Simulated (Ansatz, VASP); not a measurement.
## Two plane-wave programs on TaAgC

File INCAR:

```
SYSTEM = TaAgC
ALGO = Normal ; EDIFF = 1E-7
ENCUT = 520 ; GGA = PE
ISIF = 2 ; ISMEAR = 0
LASPH = .True. ; LCHARG = .True.
LELF = .True. ; LREAL = .False.
LVHAR = .True. ; LWAVE = .False.
NBANDS = 20 ; NELM = 100
PREC = Accurate ; SIGMA = 0.1
```

KPOINTS

```
k-points
0
Gamma
  6 6 6
  0 0 0
```

The input POSCAR:

```
TaAgC
1.0
    3.7770708700      0.0000000000      0.0000000000
   -1.8885354300      3.2710393200      0.0000000000
    0.0000000000      0.0000000000      3.6984497900
Ta Ag C
1 1 1
Direct
    0.0000000000      0.0000000000      0.5000000000
    0.6666666700      0.3333333300      0.0000000000
    0.3333333300      0.6666666700      0.0000000000
```

Input for Ansatz:

```yaml
crystal:
  lattice:
    - [3.77707087, 0.0, 0.0]
    - [-1.88853543, 3.27103932, 0.0]
    - [0.0, 0.0, 3.69844979]
  atoms:
    - { symbol: Ta, position: [0.0, 0.0, 0.5] }
    - { symbol: Ag, position: [0.66666667, 0.33333333, 0.0] }
    - { symbol: C, position: [0.33333333, 0.66666667, 0.0] }
basis:
  ecutwfc: 420
kpoints:
  mp_grid: { grid: [6, 6, 6] }
hamiltonian:
  xc: pbe
scf:
  occupations: { method: gaussian, width: 0.1 }
  lower_state_search: "off"
output:
  forces: true
  stress: true
  eigenvalues: true
```

Change from the starting cell: species swapped into the TbNiAs type (P-6m2, No. 187).

Alike in both runs: task single point; functional PBE; k mesh 6 × 6 × 6; occupations gaussian, width 0.1 eV; no spin polarisation.

|  | VASP | Ansatz |
| --- | --- | --- |
| version | VASP 6.6.1 | Ansatz 0.2.0 |
| potentials or method | VASP PAW PBE potentials, release 64 (Ta_pv, Ag, C) | scalar-relativistic, plane waves, PAW |
| plane-wave cutoff (eV) | 520 | 420 |
| valence electrons in the cell | 26 | 36 |

```csv
,VASP,Ansatz,Ansatz less VASP
gap on the k mesh at the Fermi level (eV),none,none,-
pressure (GPa),-17.3,-17.2,+0.10
largest component of the traceless stress (GPa),2.88,2.83,-0.049
```

A gap of «none» marks a metal or a gap that the smearing closes. The two sets of potentials don't hold the same shells in valence.

Caveats: so large a pressure means that the cell lies far from this level's equilibrium, or that cutoff or potentials fall short (VASP). The runs have no spin-orbit coupling, so splittings on Ta are missing.
